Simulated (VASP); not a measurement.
```
MoS
1.0
    0.00000     2.99067     2.99067
    2.99067     0.00000     2.99067
    2.99067     2.99067     0.00000
Mo S
1 1
Direct
  0.00000   0.00000   0.00000
  0.25000   0.25000   0.25000
```

All values below come from PBEsol GGA, VASP's PBE PAW potentials (set 64) (plane waves; VASP). Run with 400 eV cut-off, 10×10×10 Γ-centred mesh, first-order Methfessel-Paxton smearing of 0.10 eV, potentials Mo_sv S.

Energy and stress use the plane-wave basis of the starting cell.

### Question
The ions, cell shape and volume are relaxed. What does this cell relax into?

### Answer

```
MoS
1.0
    0.00000     2.63826     2.63826
    2.63826     0.00000     2.63826
    2.63826     2.63826     0.00000
Mo S
1 1
Direct
  0.00000   0.00000   0.00000
  0.25000   0.25000   0.25000
```
Space group F-43m (216), at a tolerance of 0.03 Å.

### Question
How do energy and volume change from the first to the last step?

### Answer
The energy (σ→0) changes by -895.8 meV/atom and the volume by -31.3 %, in 7 ionic steps.

The structure was generated: MoS was put into the zinc blende type (F-43m), which need not be its known phase. This run relaxes it. Symmetry was kept, so distortions that lower it aren't found.
